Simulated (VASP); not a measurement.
ZrC (rock salt) is relaxed at rising pressure, each step from the one before. Symmetry mostly holds the structure type, and other phases were not tried. The mesh follows the cell, and a change of mesh leaves a small step in the series.

Consider the following.

Space group Fm-3m (No. 225); a = b = c = 4.6457 Å, α = β = γ = 90.00°

```csv
atom,site,symmetry,x,y,z
Zr,4a,m-3m,0.0000,0.0000,0.0000
C,4b,m-3m,0.5000,0.5000,0.5000
```
(The calculation used a cell of 2 atoms; values per cell refer to that cell.)

The numbers are results of LDA (Ceperley-Alder, Perdew-Zunger), VASP's LDA PAW potentials (set 64) (plane waves; VASP), not measurements. Settings: 620 eV cut-off, 14×14×14 Γ-centred mesh, first-order Methfessel-Paxton smearing of 0.10 eV, potentials Zr_sv C.

| P (GPa) | V (Å³/atom) | H − H(0) (eV/atom) | space group | gap on the mesh (eV) | k-mesh |
|---|---|---|---|---|---|
| 0 | 12.53 | 0.000 | Fm-3m | 0.00 | 14×14×14 |
| 5 | 12.29 | 0.387 | Fm-3m | 0.00 | 14×14×14 |
| 10 | ? | ? | Fm-3m | 0.00 | 14×14×14 |
| 20 | 11.68 | 1.509 | Fm-3m | 0.00 | 14×14×14 |
| 30 | 11.34 | 2.227 | Fm-3m | 0.00 | 14×14×14 |
| 45 | ? | ? | Fm-3m | 0.00 | 14×14×14 |

**Question.** Complete the blanks.

**Answer.** 
- 10, V (Å³/atom): 12.07
- 10, H − H(0) (eV/atom): 0.768
- 45, V (Å³/atom): 10.91
- 45, H − H(0) (eV/atom): 3.268

Pressures at which the relaxation failed are left out.

The compound is ZrC in the rock salt structure.
